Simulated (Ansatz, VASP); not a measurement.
# Si11C205 (amorphous film on crystalline C with 5 % Si on C sites, (100)) in two plane-wave programs

One calculation is typed for both programs; each brings its own data sets. How far apart do they land? The cell is taken from a series of runs on this material, whose earlier steps may have relaxed, scaled, displaced or heated it; both programs get it as it stands.

Main program and level: Ansatz 0.2.0; plane waves, with VASP 6.6.1 beside it; single point at PBE.

## 1. The starting structure

The cell holds 216 atoms: 205 C and 11 Si. Its edges and angles: a = 10.698 Å, b = 10.698 Å, c = 22.983 Å, α = 90.0°, β = 90.0°, γ = 90.0°. It derives from C (diamond C). As first built, before any earlier steps moved the atoms (in the runner's words): A 3 x 3 x 3 block of diamond C (a = 3.566 A), 5 % of C replaced at random by Si with its (100) planes normal to z; the lower 33 % held fixed, the rest melted at 8000 K for 10 ps and cooled to 500 K at 100 K/ps with the Tersoff potential (Tersoff, Phys. Rev. B 39, 5566 (1989)); then all atoms free for 10 ps at 500 K, under. Minimised at fixed cell. . Vacuum lies along c.

## 2. VASP: single point, PBE

A single point gives forces, pressure and levels at one fixed geometry, so differences don't come from the geometry; what else differs is listed under the comparison.

Lines of VASP's logs that name or quote its potential files are left out, and so is its time.

INCAR

```
SYSTEM = Si11C205
PREC = Accurate
ENCUT = 520
EDIFF = 1E-06
NELM = 120
ISMEAR = -1
SIGMA = 0.05
LREAL = Auto
ALGO = Normal
GGA = PE
NBANDS = 583
LORBIT = 11
LWAVE = .FALSE.
LCHARG = .FALSE.
ISIF = 2
LASPH = .TRUE.
GGA_COMPAT = .FALSE.
```

POSCAR

```
Si11C205
1.0
   10.6980000000      0.0000000000      0.0000000000
    0.0000000000     10.6980000000      0.0000000000
    0.0000000000      0.0000000000     22.9832900000
C Si
205 11
Direct
    0.0211800000      0.1779000000      0.9315100000
    0.0766300000      0.2788900000      0.9666000000
    0.9865600000      0.3604800000      0.0038700000
    0.0709300000      0.4426700000      0.0464200000
    0.1592700000      0.1945200000      0.0064000000
    0.2398600000      0.2737300000      0.0475200000
    0.1591500000      0.3601100000      0.9346600000
    0.2388300000      0.4410900000      0.9681000000
    0.9883300000      0.5274300000      0.9331600000
    0.0727900000      0.6074600000      0.9660400000
    0.9901000000      0.6911500000      0.0053200000
    0.0716200000      0.7787100000      0.0414300000
    0.1543400000      0.5241100000      0.0063200000
    0.2368000000      0.6069700000      0.0434900000
    0.1549500000      0.6893300000      0.9321600000
    0.2385900000      0.7746000000      0.9630500000
    0.9885200000      0.8532200000      0.9322400000
    0.0690900000      0.9422000000      0.9620800000
    0.9883600000      0.0276000000      0.0024400000
    0.0752900000      0.1103700000      0.0429300000
    0.1562900000      0.8613500000      0.0012400000
    0.2395700000      0.9426900000      0.0392200000
    0.2409700000      0.1160400000      0.9643600000
    0.3239000000      0.2008900000      0.9343100000
    0.4035200000      0.2797500000      0.9677500000
    0.3220500000      0.3586900000      0.0080700000
    0.4079000000      0.4407000000      0.0449500000
    0.4872000000      0.1958600000      0.0037400000
    0.5730900000      0.2755600000      0.0420500000
    0.4829800000      0.3608800000      0.9350000000
[... 180 atom lines left out ...]
    0.1206000000      0.1543700000      0.1799200000
    0.0734500000      0.5980300000      0.3101400000
    0.8501000000      0.1148100000      0.4412800000
    0.7326700000      0.9799000000      0.1350000000
    0.1779700000      0.5425900000      0.1790100000
    0.6468100000      0.7076200000      0.1815700000
```

KPOINTS

```
Automatic mesh
0
Gamma
1 1 1
0 0 0
```

The projector-augmented-wave data sets are C and Si (PBE family, release 64).

Launch:

```bash
$ export OMP_NUM_THREADS=3
$ mpirun -np 1 vasp_gam
```

Numbers of over 12 decimals in the logs are rounded to 6 here.

Output:

```text
[banner, memory and clock lines left out]
running    1 mpi-ranks, on    1 nodes
[...]
Offloading initialized ...    1 GPUs detected
[...]
LDA part: xc-table for (Slater+PW92), standard interpolation
 POSCAR, INCAR and KPOINTS ok, starting setup
[...]
entering main loop
       N       E                     dE             d eps       ncg     rms          rms(c)
DAV:   1     0.661259651829E+04    0.66126E+04   -0.48012E+05  1166   0.142E+03
DAV:   2    -0.115460847560E+04   -0.77672E+04   -0.73423E+04  1493   0.337E+02
DAV:   3    -0.182566313950E+04   -0.67105E+03   -0.65132E+03  1460   0.970E+01
DAV:   4    -0.185140663938E+04   -0.25743E+02   -0.25570E+02  1492   0.200E+01
[...]
DAV:  37    -0.176540186712E+04   -0.27988E-05   -0.16852E-07   916   0.277E-04    0.258E-04
DAV:  38    -0.176540186872E+04   -0.15952E-05   -0.11248E-07   900   0.217E-04    0.166E-04
DAV:  39    -0.176540186959E+04   -0.86971E-06   -0.79138E-08   900   0.169E-04
   1 F= -.17654019E+04 E0= -.17652283E+04  d E =-.347172E+00
```

OUTCAR, selected parts (step 2):

```text
  FREE ENERGIE OF THE ION-ELECTRON SYSTEM (eV)
  ---------------------------------------------------
  free  energy   TOTEN  =     -1765.4018695859 eV

  energy  without entropy=    -1765.0546973792  energy(sigma->0) =    -1765.22828348
```

## 3. Ansatz: single point, PBE

Ansatz runs on its default PAW (the set named soft_2) files.

The same cell, functional, mesh and smearing now go to Ansatz, which takes its cutoff from its data sets.

input.yaml

```yaml
crystal:
  lattice:
    - [10.698, 0.0, 0.0]
    - [0.0, 10.698, 0.0]
    - [0.0, 0.0, 22.98329]
  atoms:
    - { symbol: C, position: [0.02118, 0.1779, 0.93151] }
    - { symbol: C, position: [0.07663, 0.27889, 0.9666] }
    - { symbol: C, position: [0.98656, 0.36048, 0.00387] }
    - { symbol: C, position: [0.07093, 0.44267, 0.04642] }
    - { symbol: C, position: [0.15927, 0.19452, 0.0064] }
    - { symbol: C, position: [0.23986, 0.27373, 0.04752] }
    - { symbol: C, position: [0.15915, 0.36011, 0.93466] }
    - { symbol: C, position: [0.23883, 0.44109, 0.9681] }
    - { symbol: C, position: [0.98833, 0.52743, 0.93316] }
    - { symbol: C, position: [0.07279, 0.60746, 0.96604] }
    - { symbol: C, position: [0.9901, 0.69115, 0.00532] }
    - { symbol: C, position: [0.07162, 0.77871, 0.04143] }
    - { symbol: C, position: [0.15434, 0.52411, 0.00632] }
    - { symbol: C, position: [0.2368, 0.60697, 0.04349] }
    - { symbol: C, position: [0.15495, 0.68933, 0.93216] }
    - { symbol: C, position: [0.23859, 0.7746, 0.96305] }
    - { symbol: C, position: [0.98852, 0.85322, 0.93224] }
    - { symbol: C, position: [0.06909, 0.9422, 0.96208] }
    - { symbol: C, position: [0.98836, 0.0276, 0.00244] }
    - { symbol: C, position: [0.07529, 0.11037, 0.04293] }
    - { symbol: C, position: [0.15629, 0.86135, 0.00124] }
    - { symbol: C, position: [0.23957, 0.94269, 0.03922] }
    - { symbol: Si, position: [0.13702, 0.05155, 0.9083] }
    - { symbol: C, position: [0.24097, 0.11604, 0.96436] }
    - { symbol: C, position: [0.3239, 0.20089, 0.93431] }
    - { symbol: C, position: [0.40352, 0.27975, 0.96775] }
    - { symbol: C, position: [0.32205, 0.35869, 0.00807] }
    - { symbol: C, position: [0.4079, 0.4407, 0.04495] }
    - { symbol: C, position: [0.4872, 0.19586, 0.00374] }
    - { symbol: C, position: [0.57309, 0.27556, 0.04205] }
[... 180 atom lines left out ...]
    - { symbol: C, position: [0.40228, 0.95241, 0.11192] }
    - { symbol: C, position: [0.74033, 0.24281, 0.1737] }
    - { symbol: C, position: [0.23257, 0.37128, 0.40283] }
    - { symbol: C, position: [0.29335, 0.90351, 0.19597] }
    - { symbol: C, position: [0.20556, 0.47524, 0.29844] }
    - { symbol: C, position: [0.02916, 0.92308, 0.42848] }
kpoints:
  mp_grid: { grid: [1, 1, 1] }
hamiltonian:
  xc: pbe
scf:
  occupations: { method: fermi_dirac, width: 0.05 }
output:
  forces: true
```

Launch:

```bash
$ ansatz run input.yaml --threads 4 --pin off --max-ram 8192MiB --backend cpu --events-out ev --progress --plain --runs-dir out
```

Output:

```text
Engine: ansatz 0.2.0, x86_64-unknown-linux-gnu
Pseudopotentials: kind: paw
Pseudopotential: C, paw, valence charge 4, recommended cutoff 420 eV (normal), C.paw.azcp
Pseudopotential: Si, paw, valence charge 4, recommended cutoff 420 eV (normal), Si.paw.azcp
Functional definition: PBE
  parameter kappa = 0.804
  parameter beta = 0.066725
  exchange = pbe_x(kappa = kappa, mu = beta*pi^2/3)
  correlation = pbe_c(beta = beta)
Crystal: 216 atoms, lattice volume = 2630.373 Å³
Basis set: ecut = 420 eV, 51353 PW (Γ), exchange–correlation on 144×144×320 points (8 copies of the dense FFT grid, shifted against one another)
Bands: 648, of which v1, the nominal top of the filled ones, is band 432 counted from 1 (431 counted from 0)
Symmetry: 1 space group operations
Space group: P1 (ITA 1), of the structure as read, at distance tolerance 1.4e-4 Å
k-points: 1
Non-local potential: C, projectors of the file, l = 0: 2, l = 1: 2, l = 2: 1
Non-local potential: Si, projectors of the file, l = 0: 2, l = 1: 2, l = 2: 2
PAW form: soft (Blöchl's): semilocal exchange-correlation on the pseudo side does not see the compensation charge
PAW one-centre angular grid: C, 110 points (default); XC on 64 Gauss nodes
PAW one-centre angular grid: Si, 110 points (default); XC on 64 Gauss nodes
Initial density: superposition of atomic densities (neutral atoms: chi_scale 0, normalization atom), corrected by the library's trained network
Initial wavefunctions: pseudopotential atomic-orbital guess
Functional: x = pbe(κ = 0.804, μ = 0.219515), c = pbe(β = 0.066725)
SCF iter   1: F=—  HF=-58256.182772 eV  |F-HF|=—  |Δ(HF+E_count)|=         —  Δρ=2.49e-2  dr2=2.04e2  ethr=1.77e-3  ⟨swp⟩=7.0  Hψ=3381  notcnv=0  defer=177
preconditioner: auto → LDOS  [metal: Δε(μ)=0.053 eV  Ē_g=14.145 eV  σ=0.050 eV  W_gap=0.26  n_scr=508 (ndim 8)  ℏωp=21.3 eV  f_vac=0.364  D(μ)=46.45/eV (n_scr^D=248)  β→1.0]
SCF iter   2: F=—  HF=-58253.024190 eV  |F-HF|=—  |Δ(HF+E_count)|=    3.16e0  Δρ=2.03e-2  dr2=4.44e1  ethr=1.77e-3  ⟨swp⟩=3.0  Hψ=1127  notcnv=0  defer=185
SCF iter   3: F=—  HF=-58251.019618 eV  |F-HF|=—  |Δ(HF+E_count)|=    2.00e0  Δρ=4.65e-3  dr2=1.43e0  ethr=1.77e-3  ⟨swp⟩=2.0  Hψ=536  notcnv=0  defer=185
SCF iter   4: F=—  HF=-58250.991503 eV  |F-HF|=—  |Δ(HF+E_count)|=   2.81e-2  Δρ=2.16e-3  dr2=2.45e-1  ethr=1.65e-4  ⟨swp⟩=3.0  Hψ=811  notcnv=0  defer=183
SCF iter   5: F=—  HF=-58250.974283 eV  |F-HF|=—  |Δ(HF+E_count)|=   1.72e-2  Δρ=9.38e-4  dr2=5.05e-2  ethr=2.84e-5  ⟨swp⟩=2.0  Hψ=759  notcnv=0  defer=183
SCF iter   6: F=—  HF=-58250.972846 eV  |F-HF|=—  |Δ(HF+E_count)|=   1.44e-3  Δρ=4.64e-4  dr2=1.20e-2  ethr=5.85e-6  ⟨swp⟩=2.0  Hψ=879  notcnv=0  defer=183
SCF iter   7: F=—  HF=-58250.972545 eV  |F-HF|=—  |Δ(HF+E_count)|=   3.01e-4  Δρ=2.40e-4  dr2=2.88e-3  ethr=1.39e-6  ⟨swp⟩=2.0  Hψ=887  notcnv=0  defer=183
SCF iter   8: F=—  HF=-58250.972602 eV  |F-HF|=—  |Δ(HF+E_count)|=   5.70e-5  Δρ=1.49e-4  dr2=9.79e-4  ethr=3.34e-7  ⟨swp⟩=2.0  Hψ=509  notcnv=0  defer=183
SCF iter   9: F=—  HF=-58250.972502 eV  |F-HF|=—  |Δ(HF+E_count)|=   1.00e-4  Δρ=9.85e-5  dr2=3.90e-4  ethr=1.13e-7  ⟨swp⟩=2.0  Hψ=661  notcnv=0  defer=183
SCF iter  10: F=—  HF=-58250.972512 eV  |F-HF|=—  |Δ(HF+E_count)|=   1.02e-5  Δρ=6.79e-5  dr2=1.99e-4  ethr=4.52e-8  ⟨swp⟩=2.0  Hψ=759  notcnv=0  defer=183
SCF iter  11: F=—  HF=-58250.972499 eV  |F-HF|=—  |Δ(HF+E_count)|=   1.32e-5  Δρ=3.91e-5  dr2=6.89e-5  ethr=2.30e-8  ⟨swp⟩=2.0  Hψ=762  notcnv=0  defer=183
SCF iter  12: F=—  HF=-58250.974795 eV  |F-HF|=—  |Δ(HF+E_count)|=   2.30e-3  Δρ=2.42e-5  dr2=2.83e-5  ethr=7.98e-9  ⟨swp⟩=2.0  Hψ=673  notcnv=0  defer=183
SCF iter  13: F=—  HF=-58250.974798 eV  |F-HF|=—  |Δ(HF+E_count)|=   2.76e-6  Δρ=1.11e-5  dr2=5.52e-6  ethr=3.28e-9  ⟨swp⟩=2.0  Hψ=899  notcnv=0  defer=183
SCF iter  14: F=—  HF=-58250.974799 eV  |F-HF|=—  |Δ(HF+E_count)|=   1.78e-6  Δρ=5.59e-6  dr2=1.44e-6  ethr=6.39e-10  ⟨swp⟩=2.0  Hψ=513  notcnv=0  defer=183
SCF iter  15: F=—  HF=-58250.974800 eV  |F-HF|=—  |Δ(HF+E_count)|=   6.23e-7  Δρ=2.36e-6  dr2=2.52e-7  ethr=1.67e-10  ⟨swp⟩=2.0  Hψ=527  notcnv=0  defer=183
SCF iter  16: F=-58250.974800 eV  HF=-58250.974800 eV  |F-HF|=1.09e-8  |Δ(HF+E_count)|=   1.10e-7  Δρ=1.11e-6  dr2=5.17e-8  ethr=1.16e-11  ⟨swp⟩=4.0  Hψ=1808  notcnv=0
SCF 1 converged in 16 iterations: F = -58250.974800 eV  dr2 = 5.17e-8
  greatest PAW one-centre occupation: 0.685 electrons in one spin orbital (limit 2), on the C atom at site 138 (counted from 0), in its partial waves of l = 0
SCF converged after 16 iterations
Free energy (F): -58250.974800 eV
Harris-Foulkes:  -58250.974800 eV  (|F-HF|=1.09e-8)
Internal energy: -58250.627758 eV  (E = F + TS)
E sigma→0 (E₀):  -58250.801279 eV
Entropy (-TS):   -0.347042 eV (-1.607 meV/atom)
Fermi energy:    3.969162 eV
--- Per-component energies (eV) ---
  E_band       = -4046.826447
  E_kinetic    = 18873.303609
[...]
atom  52  C      0.19684531    -0.19406461    -0.48522177
  atom  53  C     -0.55898843     0.14886768     0.37869555
  atom  54  C      0.63229151    -0.61786979     0.00254933
  atom  55  C      0.48546110    -0.46339206     0.19431086
  atom  56  C      0.28997566     0.02118097    -0.55798189
  atom  57  Si    -0.70928435     0.46492795    -1.15083115
  atom  58  C      1.49083961     2.15949435     1.14472001
  atom  59  C      0.51559098    -0.05319883     1.14422815
  atom  60  C     -0.05062723    -0.23644442    -0.36700860
  atom  61  C     -0.34889092     0.32025798     0.60857430
  atom  62  C      0.50784978    -0.35243423    -0.44513000
  atom  63  C     -1.08891831    -2.09240536    -0.83688983
  atom  64  C     -0.43545391     0.60570047    -0.44056938
  atom  65  C     -0.12396995    -0.46271151    -1.35089301
  atom  66  Si    -0.01308837     0.08209560    -0.29668093
  atom  67  C     -0.74004197    -0.09438403     0.86481910
  atom  68  C      0.57315279    -0.53660563    -0.01228909
  atom  69  C     -0.23388627    -0.63192801     0.52288850
  atom  70  C     -0.29320375     1.26878606    -0.30460244
  atom  71  C      0.34602467     0.72384781    -1.52829651
  atom  72  C      0.12456464    -0.58999437     0.26413217
  atom  73  C     -0.51801067    -1.75294009     1.26402820
  atom  74  C      1.14572860     0.83094730    -0.01754085
  atom  75  C      0.96191512     1.05547153    -0.03611500
[...]
atom 209  C      2.06518646    -0.28469584     0.49571947
  atom 210  C     -0.58330406     0.84231555    -0.86938886
  atom 211  C      1.77503445    -1.51252090     1.01377668
  atom 212  C      1.82523741    -0.79042075     0.03635522
  atom 213  C     -0.35610790    -0.37982571     1.30109003
  atom 214  C      2.37896537    -1.03388233     0.46654731
  atom 215  C      0.96858705    -1.38245985     0.99078922
  atom 216  C     -1.44473803     2.55901446     0.74499299
  max |Σ_I F_I| component: 4.83e-5 eV/Å
```

The column dr2 measures how far the density is from self-consistency, as an energy; F and HF (Harris–Foulkes) agree once it is small.

## 4. Side by side

Known differences besides the potentials themselves: the cutoff is 420 eV in Ansatz and 520 eV in VASP (PREC = Accurate, projectors in real space). Total energies have different zeros and are not compared.

Forces on 9 of the 216 atoms, those with the largest forces and the largest differences (eV/Å; atoms numbered as in POSCAR):

```csv
atom,"Ansatz x, y, z","VASP x, y, z"
C63,"-0.124, -0.463, -1.351","-0.087, -0.433, -1.395"
C68,"0.346, 0.724, -1.528","0.306, 0.686, -1.566"
C74,"-4.649, -0.139, -2.056","-4.654, -0.122, -2.042"
C109,"-3.613, -1.505, -1.304","-3.574, -1.516, -1.272"
C110,"1.232, -4.013, -0.204","1.234, -3.980, -0.193"
C118,"0.139, -3.655, 0.471","0.168, -3.622, 0.461"
C133,"-2.413, 0.752, -3.280","-2.411, 0.735, -3.257"
C139,"-1.852, 3.038, -1.259","-1.842, 3.035, -1.243"
C157,"-0.449, -2.002, -3.143","-0.450, -1.970, -3.117"
```

The forces differ by 14 meV/Å r.m.s., which is 1.3 % of the r.m.s. force of 1.088 eV/Å (both taken over all components). With vacuum in the cell, a pressure given here is an average over mostly empty space and none of the material.

## 5. Results

```yaml
r_m_s_force_difference_single_point_pbe: 1.3 % of the r.m.s. force
```

In words: The r.m.s. force difference is 1.3 % of the r.m.s. force (single point, PBE), within the 3 % picked in this series as the mark of a large difference. How closely two codes agree says nothing of how well the functional describes the real material.

[Lines on the potential files, build, host, timing and source positions are cut from VASP's logs without a mark.]

[Logs are printed without paths, hosts, clocks, repeated set-up lines and the standing remarks that a program may print on its own settings, such as how far it seeks lower states.]

[Hosts, paths, dates, database ids (printed as entryN), source tags and the programs' standing remarks are cut or masked in the printed files.]
